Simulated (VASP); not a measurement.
A VASP calculation is set up with these files.

File KPOINTS:
```
Automatic mesh
0
Gamma
8 8 8
0 0 0
```

File POSCAR:
```
AgCl
1
    0.0000000000     2.7846678886     2.7846678886
    2.7846678886     0.0000000000     2.7846678886
    2.7846678886     2.7846678886     0.0000000000
Ag Cl
1 1
Direct
  0.0000000000   0.0000000000   0.0000000000
  0.5000000000   0.5000000000   0.5000000000
```

**INCAR**
```
SYSTEM = AgCl
PREC = Accurate
ENCUT = 520
EDIFF = 1E-7
NELM = 100
ALGO = Normal
LREAL = .FALSE.
LASPH = .TRUE.
ISMEAR = 0
SIGMA = 0.05
GGA = MK
PARAM1 = 0.1234
PARAM2 = 1.0
LUSE_VDW = .TRUE.
AGGAC = 0.0
LMAXMIX = 4
LWAVE = .FALSE.
LCHARG = .FALSE.
ISIF = 2
```

POTCAR, in this order: Ag Cl (PBE.64 set). Program: vasp_std.

Question: Translate this optB86b-vdW calculation to Quantum ESPRESSO's pw.x.

Answer: One equivalent input (not run):
```
&CONTROL
  calculation = 'scf'
  pseudo_dir = './pseudo'
  outdir = './out'
  tprnfor = .true.
  tstress = .true.
/
&SYSTEM
  ibrav = 0
  nat = 2
  ntyp = 2
  ecutwfc = 82
  occupations = 'smearing'
  smearing = 'gaussian'
  degauss = 0.003675
  input_dft = 'vdw-df-ob86'
/
&ELECTRONS
  conv_thr = 7.3e-09
  electron_maxstep = 100
/
ATOMIC_SPECIES
  Ag 107.868 Ag.upf
  Cl 35.450 Cl.upf
CELL_PARAMETERS angstrom
     0.0000000    2.7846679    2.7846679
     2.7846679    0.0000000    2.7846679
     2.7846679    2.7846679    0.0000000
ATOMIC_POSITIONS crystal
  Ag   0.0000000  0.0000000  0.0000000
  Cl   0.5000000  0.5000000  0.5000000
K_POINTS automatic
  8 8 8 0 0 0
```
What does not carry over: the potentials are each code's own (VASP's PAW set, PseudoDojo norm-conserving files in pw.x), so ENCUT and ecutwfc are chosen apart and not converted; conv_thr bounds pw.x's estimated SCF error, while EDIFF bounds the energy change between steps.

The compound is AgCl in the rock salt structure. This cell is one point of a volume scan, at 1.03 of the reference volume.
